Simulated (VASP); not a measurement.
The system is As.

```xyz
2
Lattice="1.8808 1.0859 3.5141 -1.8808 1.0859 3.5141 0.0000 -2.1718 3.5141" Properties=species:S:1:pos:R:3 pbc="T T T"
As    0.0000    0.0000    8.1597
As    0.0000    0.0000    2.3825
```

| Property | Result |
| --- | --- |
| Program | VASP 6.6.1 |
| Task | relaxation of cell and atoms |
| Functional | PBE |
| Dispersion | D3(BJ) |
| Potentials or basis | VASP PAW PBE potentials, release 64 (As) |
| Cutoff | 600 eV |
| k mesh | 12 × 12 × 12 |
| Occupations | methfessel-paxton, width 0.1 eV |
| Spin | no spin polarisation |

At the start: pressure 0.9 GPa; volume 21.53 Å³/atom.

Problem. Where does the relaxation end?

Solution. Over 11 steps the energy falls by 12.5 meV/atom and the volume is 20.91 Å³/atom (-2.9 %); space group R-3m (No. 166, to 0.05 Å).

The path:
```tsv
step	energy change (eV)	largest force (eV/Å)	pressure (GPa)	volume (Å³)
1	0.0000	0.4940	0.88	43.06
2	-0.0098	0.0218	-1.70	43.80
3	-0.0108	0.0924	-1.13	43.63
4	-0.0172	0.0355	-0.55	42.92
5	-0.0204	0.0317	0.27	42.05
6	-0.0240	0.0313	0.09	41.89
7	-0.0249	0.0300	-0.02	41.75
8	-0.0249	0.0303	-0.02	41.75
9	-0.0250	0.0069	0.10	41.74
10	-0.0250	0.0006	0.08	41.74
11	-0.0250	0.0003	-0.05	41.82
```

Final structure:
```yaml
crystal:
  lattice:
    - [1.89522, 1.09421, 3.36081]
    - [-1.89522, 1.09421, 3.36081]
    - [0.00000, -2.18841, 3.36081]
  atoms:
    - { symbol: As, position: [0.76937, 0.76937, 0.76937] }
    - { symbol: As, position: [0.23063, 0.23063, 0.23063] }
```

Caveat: pairwise dispersion overbinds metals, which lowers pressure and volume.
